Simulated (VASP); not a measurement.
```xyz
2
Lattice="1.3800 -2.3902 0.0000 1.3800 2.3902 0.0000 0.0000 0.0000 4.4600" Properties=species:S:1:pos:R:3 pbc="T T T"
Re     1.3800     0.7967     1.1150
Re     1.3800    -0.7967     3.3450
```

The base run (VASP): PBE GGA, plane waves, VASP's PBE PAW potentials (set 64). Numerical set-up: 400 eV cut-off, 14×14×8 Γ-centred mesh, first-order Methfessel-Paxton smearing of 0.10 eV, potentials Re.

One setting is varied; ΔE counts from the base run. The base run took about 10 core-seconds. Times come from single runs on busy shared machines, so they are rough: good to a factor of about 2.

Pressures at a finite cut-off, here 400 eV, hold a Pulay part, which wasn't tested here.

| setting | cost over the base run | electronic steps | ΔE (meV/atom) | pressure (GPa) |
|---|---|---|---|---|
| KPOINTS 2×2×1 Monkhorst-Pack mesh | about 1/7 | 11 | 73.4 | 9.83 |
| KPOINTS 4×4×2 Monkhorst-Pack mesh | about 1/6 | 11 | -10.3 | 6.24 |
| KPOINTS 7×7×4 Monkhorst-Pack mesh | about 1/4 | 11 | -19.5 | 5.77 |
| KPOINTS 13×13×7 Monkhorst-Pack mesh | within a factor of 2 | 11 | 2.1 | 5.51 |
| base run | reference | 11 | 0.0 | 5.73 |

Left out are runs that failed, have no time on record or changed the cell.

The compound is Re in the hcp structure. The cell was not relaxed at this level.
